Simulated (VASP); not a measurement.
An input for Ansatz (written as the equivalent of a VASP run, and not itself run):

Ansatz 0.2 input:
```yaml
crystal:
  lattice:
    - [0.0000000, 2.8182224, 2.8182224]
    - [2.8182224, 0.0000000, 2.8182224]
    - [2.8182224, 2.8182224, 0.0000000]
  atoms:
    - { symbol: Ga, position: [0.0000000, 0.0000000, 0.0000000] }
    - { symbol: Sb, position: [0.2500000, 0.2500000, 0.2500000] }
kpoints:
  mp_grid: { grid: [8, 8, 8] }
hamiltonian:
  xc: lda
  pseudopotentials: { kind: paw }
scf:
  occupations: { method: gaussian, width: 0.05 }
  max_iter: 100
relax:
  max_steps: 40
  f_tol: 0.02
  cell: { p_target: 30 }
output: { forces: true, stress: true, eigenvalues: true }
```

Problem. Write the VASP files for the same calculation (LDA).

Solution. Several could match; the one computed here: 
**INCAR**
```
ISMEAR  =  0
ENCUT  =  500   # plane-wave cut-off (eV)
LREAL  =  F   # projection in real space or not
SYSTEM  =  GaSb
NSW  =  40
SIGMA  =  0.05
LCHARG  =  F
PSTRESS  =  300
IBRION  =  2   # conjugate gradients
ALGO  =  Normal   # blocked Davidson
LMAXMIX  =  4   # l cut-off of mixed one-centre charges
PREC  =  Accurate
LWAVE  =  F
EDIFFG  =  -0.02   # ionic stop
ISIF  =  3   # ions, shape and volume
NELM  =  100
EDIFF  =  1E-6   # SCF stop (eV)
LASPH  =  T   # aspherical one-centre terms
```

File POSCAR:
```
GaSb
1
    0.0000000000     2.8182223579     2.8182223579
    2.8182223579     0.0000000000     2.8182223579
    2.8182223579     2.8182223579     0.0000000000
Ga Sb
1 1
Direct
  0.0000000000   0.0000000000   0.0000000000
  0.2500000000   0.2500000000   0.2500000000
```

### KPOINTS
```
Automatic mesh
0
Gamma
8 8 8
0 0 0
```

POTCAR, in this order: Ga_d Sb (LDA.64 set). Program: vasp_std.

Limits of the translation: each code has its own PAW files, so the cut-off isn't converted (ENCUT is set for VASP's; basis.ecutwfc is left out, and Ansatz then takes the one that its files recommend); Ansatz stops its SCF on the density residual and VASP on the energy change (EDIFF); Ansatz's lda is the Perdew-Wang form, while the LDA potentials of VASP carry Perdew-Zunger's.

The compound is GaSb in the zinc blende structure. This run relaxes it under an external pressure of 30 GPa. Symmetry was kept, so distortions that lower it aren't found.
